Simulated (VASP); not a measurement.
Computed with PBEsol GGA, VASP's PBE PAW potentials (set 64) (plane waves; VASP).

A VASP calculation is set up with these files.

**POSCAR**
```
MoTe2 bilayer
1
    3.4955643518    -0.0000000000     0.0000000000
   -1.7477821759     3.0272471167     0.0000000000
    0.0000000000     0.0000000000    26.6375601945
Te Mo
4 2
Direct
  0.3333330000   0.6666670000   0.4364540000
  0.3333330000   0.6666670000   0.3009590000
  0.6666670000   0.3333330000   0.6990410000
  0.6666670000   0.3333330000   0.5635460000
  0.6666670000   0.3333330000   0.3687070000
  0.3333330000   0.6666670000   0.6312930000
```

### INCAR
```
ALGO=Normal
EDIFF=1E-5
EDIFFG=-0.03
ENCUT=400
GGA=PS
IBRION=2
ISIF=4
ISMEAR=0
LASPH=.TRUE.
LCHARG=.FALSE.
LMAXMIX=4
LREAL=.FALSE.
LWAVE=.TRUE.
NELM=100
NELMIN=4
NSW=50
PREC=Normal
SIGMA=0.05
SYSTEM=MoTe2 bilayer
```

File KPOINTS:
```
Automatic mesh
0
Gamma
12 12 1
0 0 0
```

POTCAR, in this order: Te Mo_sv (PBE.64 set). Program: vasp_std.

The run wrote:

File OSZICAR:
```
       N       E                     dE             d eps       ncg     rms          rms(c)
DAV:   1     0.336640795160E+03    0.33664E+03   -0.23736E+04  1546   0.113E+03
DAV:   2    -0.180590187266E+02   -0.35470E+03   -0.34799E+03  1543   0.279E+02
DAV:   3    -0.399078836415E+02   -0.21849E+02   -0.21522E+02  1446   0.616E+01
DAV:   4    -0.407978345815E+02   -0.88995E+00   -0.88680E+00  1727   0.117E+01
DAV:   5    -0.408131508328E+02   -0.15316E-01   -0.15305E-01  1560   0.178E+00    0.235E+01
DAV:   6    -0.398624953382E+02    0.95066E+00   -0.94228E+00  1417   0.152E+01    0.911E+00
DAV:   7    -0.398149509287E+02    0.47544E-01   -0.94905E+00  1312   0.124E+01    0.685E+00
DAV:   8    -0.393255791862E+02    0.48937E+00   -0.20410E+00  1493   0.648E+00    0.332E+00
DAV:   9    -0.393270902422E+02   -0.15111E-02   -0.44859E-01  1603   0.289E+00    0.153E+00
DAV:  10    -0.393113401721E+02    0.15750E-01   -0.88928E-02  1560   0.146E+00    0.376E-01
DAV:  11    -0.393114282922E+02   -0.88120E-04   -0.42607E-03  1590   0.340E-01    0.275E-01
DAV:  12    -0.393114065247E+02    0.21767E-04   -0.76442E-04  1343   0.109E-01    0.169E-01
DAV:  13    -0.393114161779E+02   -0.96532E-05   -0.11651E-04  1462   0.555E-02    0.140E-01
DAV:  14    -0.393114178470E+02   -0.16690E-05   -0.30556E-04  1399   0.737E-02    0.307E-02
DAV:  15    -0.393114641582E+02   -0.46311E-04   -0.84033E-05  1375   0.334E-02    0.189E-02
DAV:  16    -0.393115052770E+02   -0.41119E-04   -0.85285E-06   926   0.138E-02    0.163E-02
DAV:  17    -0.393115572715E+02   -0.51995E-04   -0.29655E-05  1163   0.145E-02    0.202E-02
DAV:  18    -0.393115799185E+02   -0.22647E-04   -0.25265E-06   856   0.564E-03    0.152E-02
DAV:  19    -0.393116136377E+02   -0.33719E-04   -0.44338E-06   891   0.540E-03    0.381E-03
DAV:  20    -0.393116230088E+02   -0.93711E-05   -0.14924E-06   814   0.388E-03
   1 F= -.39311623E+02 E0= -.39311623E+02  d E =-.393116E+02
       N       E                     dE             d eps       ncg     rms          rms(c)
DAV:   1    -0.393116273037E+02   -0.13666E-04   -0.12667E-01  1192   0.272E+00    0.170E-01
DAV:   2    -0.393118529933E+02   -0.22569E-03   -0.51887E-03  1423   0.437E-01    0.713E-02
DAV:   3    -0.393118033419E+02    0.49651E-04   -0.22580E-04  1497   0.826E-02    0.377E-02
DAV:   4    -0.393117924423E+02    0.10900E-04   -0.54548E-05  1271   0.343E-02    0.255E-02
DAV:   5    -0.393117886710E+02    0.37714E-05   -0.11992E-05   821   0.193E-02
   2 F= -.39311789E+02 E0= -.39311789E+02  d E =-.165662E-03
       N       E                     dE             d eps       ncg     rms          rms(c)
DAV:   1    -0.393118219469E+02   -0.29505E-04   -0.13101E-02  1192   0.874E-01    0.557E-02
DAV:   2    -0.393118457991E+02   -0.23852E-04   -0.53872E-04  1409   0.141E-01    0.215E-02
DAV:   3    -0.393118412263E+02    0.45728E-05   -0.21247E-05   988   0.271E-02    0.113E-02
DAV:   4    -0.393118404636E+02    0.76276E-06   -0.58619E-06   722   0.135E-02
   3 F= -.39311840E+02 E0= -.39311840E+02  d E =-.217455E-03
```

### OUTCAR
```
------------------------ aborting loop because EDIFF is reached ----------------------------------------
  FORCE on cell =-STRESS in cart. coord.  units (eV):
  Direction    XX          YY          ZZ          XY          YZ          ZX
  --------------------------------------------------------------------------------------
  Total       -0.2511223     -0.2511222     -0.2539705     -0.0000000      0.0000000      0.0000000
  in kB       -1.4273688     -1.4273685     -1.4435580     -0.0000000      0.0000000      0.0000000
  external PRESSURE =      -1.4327651 kB  Pullay stress =       0.0000000 kB
  volume of cell :      281.88
      direct lattice vectors                 reciprocal lattice vectors
     3.494754710  0.000000000  0.000000000     0.286143115  0.165204827  0.000000000
    -1.747377355  3.026545948  0.000000000     0.000000000  0.330409654  0.000000000
     0.000000000 -0.000000000 26.649904041     0.000000000  0.000000000  0.037523587
 POSITION                                       TOTAL-FORCE (eV/Angst)
 -----------------------------------------------------------------------------------
     -0.00000      2.01770     11.63280         0.000000     -0.000000     -0.002066
     -0.00000      2.01770      8.02107        -0.000000      0.000000     -0.001359
      1.74738      1.00885     18.62883        -0.000000     -0.000000      0.001359
      1.74738      1.00885     15.01710        -0.000000      0.000000      0.002066
      1.74738      1.00885      9.82417         0.000000     -0.000000      0.005161
     -0.00000      2.01770     16.82574        -0.000000      0.000000     -0.005161
 -----------------------------------------------------------------------------------
    total drift:                                0.000000      0.000000      0.000000
  FREE ENERGIE OF THE ION-ELECTRON SYSTEM (eV)
  ---------------------------------------------------
  free  energy   TOTEN  =       -39.3118404636 eV

  energy  without entropy=      -39.3118404636  energy(sigma->0) =      -39.31184046

 reached required accuracy - stopping structural energy minimisation
```
(Selected blocks of OUTCAR.)

File CONTCAR:
```
MoTe2 bilayer
   1.00000000000000
     3.4947547101763510    0.0000000000000000    0.0000000000000000
    -1.7473773550881755    3.0265459477598111    0.0000000000000000
     0.0000000000000000   -0.0000000000000000   26.6499040408529275
  Te              Mo
     4     2
Direct
     0.3333330000000032    0.6666669999999968    0.4365044964239762
     0.3333330000000032    0.6666669999999968    0.3009794480861981
     0.6666669999999968    0.3333330000000032    0.6990205519138019
     0.6666669999999968    0.3333330000000032    0.5634955035760238
     0.6666669999999968    0.3333330000000032    0.3686379841455725
     0.3333330000000032    0.6666669999999968    0.6313620158544275
```

The cell is a sheet with vacuum, built from MoTe2 (2H layered).
